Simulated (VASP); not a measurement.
A run of VASP 6.6.1:

File POSCAR:

```
CsNb
1.0
    3.6815031495      0.0000000000      0.0000000000
    0.0000000000      3.6815031495      0.0000000000
    0.0000000000      0.0000000000      3.6815031495
Cs Nb
1 1
Direct
    0.0000000000      0.0000000000      0.0000000000
    0.5000000000      0.5000000000      0.5000000000
```

Contents of INCAR.step1:

```
SYSTEM = CsNb
PREC = Accurate
ENCUT = 520
ISMEAR = 1
SIGMA = 0.1508
LREAL = .False.
LASPH = .True.
NELM = 60
NBANDS = 18
GGA = PE
ALGO = Normal
EDIFF = 1E-4
LWAVE = .True.
LCHARG = .False.
```

Contents of INCAR.step2:

```
SYSTEM = CsNb
PREC = Accurate
ENCUT = 520
EDIFF = 1E-6
ISMEAR = 1
SIGMA = 0.1508
LREAL = .False.
LASPH = .True.
NELM = 60
ALGO = Normal
ISIF = 2
LWAVE = .False.
LCHARG = .False.
METAGGA = R2SCAN
LMIXTAU = .True.
NBANDS = 18
ISTART = 1
```

File KPOINTS:

```
regular mesh
0
Gamma
  9 9 9
  0 0 0
```

Potentials or basis: VASP PAW PBE potentials, release 64 (Cs_sv, Nb_sv).

Command:

```console
$ cat potpaw_PBE.64/Cs_sv/POTCAR potpaw_PBE.64/Nb_sv/POTCAR > POTCAR
$ cp INCAR.step1 INCAR
$ mpirun -np 1 vasp_std > vasp.out
$ cp INCAR.step2 INCAR
$ mpirun -np 1 vasp_std > vasp.out
```

Hardware: 1 thread of Intel(R) Xeon(R) Platinum 8375C CPU @ 2.90GHz (Ice Lake), with other jobs on the host.

How long does it take, and how much memory?

It took 81 s on 1 thread of Intel(R) Xeon(R) Platinum 8375C CPU @ 2.90GHz (Ice Lake) (shared host), peak memory 0.18 GiB. Counts: scf iterations 10, k points 35.
